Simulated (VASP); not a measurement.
The input files of a VASP run:

### INCAR
```
! general
SYSTEM =ZrO2
PREC   =Accurate
ENCUT  =520
LREAL  =.FALSE.
LASPH  =.TRUE.

! electronic loop
EDIFF  =1E-7
NELM   =100
ALGO   =Normal
LMAXMIX=4

! smearing
ISMEAR =0
SIGMA  =0.05

! functional
GGA    =RP

! ions
ISIF   =2

! output
LWAVE  =.FALSE.
LCHARG =.FALSE.
```

File KPOINTS:
```
kpoints
0
gamma
  7 7 7
0 0 0
```

**POSCAR**
```
ZrO2
1
    0.0000000000     2.5501134593     2.5501134593
    2.5501134593     0.0000000000     2.5501134593
    2.5501134593     2.5501134593     0.0000000000
Zr O
1 2
Direct
  0.0000000000   0.0000000000   0.0000000000
  0.2500000000   0.2500000000   0.2500000000
  0.7500000000   0.7500000000   0.7500000000
```

POTCAR, in this order: Zr_sv O (PBE.64 set). Program: vasp_std.

Task: Translate this RPBE calculation to Quantum ESPRESSO's pw.x.

Result: One equivalent input (not run):
```
&CONTROL
  calculation = 'scf'
  pseudo_dir = './pseudo'
  outdir = './out'
  tprnfor = .true.
  tstress = .true.
/
&SYSTEM
  ibrav = 0
  nat = 3
  ntyp = 2
  ecutwfc = 84
  occupations = 'smearing'
  smearing = 'gaussian'
  degauss = 0.003675
  input_dft = 'rpbe'
/
&ELECTRONS
  conv_thr = 7.3e-09
  electron_maxstep = 100
/
ATOMIC_SPECIES
  Zr 91.224 Zr.upf
  O 15.999 O.upf
CELL_PARAMETERS angstrom
     0.0000000    2.5501135    2.5501135
     2.5501135    0.0000000    2.5501135
     2.5501135    2.5501135    0.0000000
ATOMIC_POSITIONS crystal
  Zr   0.0000000  0.0000000  0.0000000
  O    0.2500000  0.2500000  0.2500000
  O    0.7500000  0.7500000  0.7500000
K_POINTS automatic
  7 7 7 0 0 0
```
The two are equivalent in intent, not identical: the potentials are each code's own (VASP's PAW set, PseudoDojo norm-conserving files in pw.x), so ENCUT and ecutwfc are chosen apart and not converted; conv_thr bounds pw.x's estimated SCF error, while EDIFF bounds the energy change between steps.

The compound is ZrO2 in the fluorite structure, the high-temperature cubic form, which is unstable at 0 K; the monoclinic form is the stable one. This cell is one point of a volume scan, at 0.97 of the reference volume.
